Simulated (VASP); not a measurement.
A run of VASP 6.6.1 is set up as follows.

Contents of INCAR:

```
SYSTEM = Sr3B
  ALGO = Normal
  EDIFF = 1E-6
  ENCUT = 520
  GGA = PE
  ISIF = 2
  ISMEAR = 0
  LASPH = .TRUE.
  LCHARG = .FALSE.
  LREAL = .FALSE.
  LWAVE = .FALSE.
  NBANDS = 24
  NELM = 100
  PREC = Accurate
  SIGMA = 0.1
```

KPOINTS

```
k-points
0
G
  4 4 4
  0 0 0
```

Contents of POSCAR:

```
Sr3B
1.0
    0.0000000000      3.8976453200      3.8976453200
    3.8976453200      0.0000000000      3.8976453200
    3.8976453200      3.8976453200      0.0000000000
Sr B
3 1
Direct
    0.0000000000      0.0000000000      0.0000000000
    0.2500000000      0.2500000000      0.2500000000
    0.7500000000      0.7500000000      0.7500000000
    0.5000000000      0.5000000000      0.5000000000
```

Potentials or basis: VASP PAW PBE potentials, release 64 (Sr_sv, B).

Launch:

```bash
$ cat potpaw_PBE.64/Sr_sv/POTCAR potpaw_PBE.64/B/POTCAR > POTCAR
$ mpirun -np 1 vasp_std > vasp.out
```

Problem. Predict the pressure.

Solution. 2.4 GPa.

Problem. What does it give for the band gap on the k mesh?

Solution. None (metal or under the smearing width).
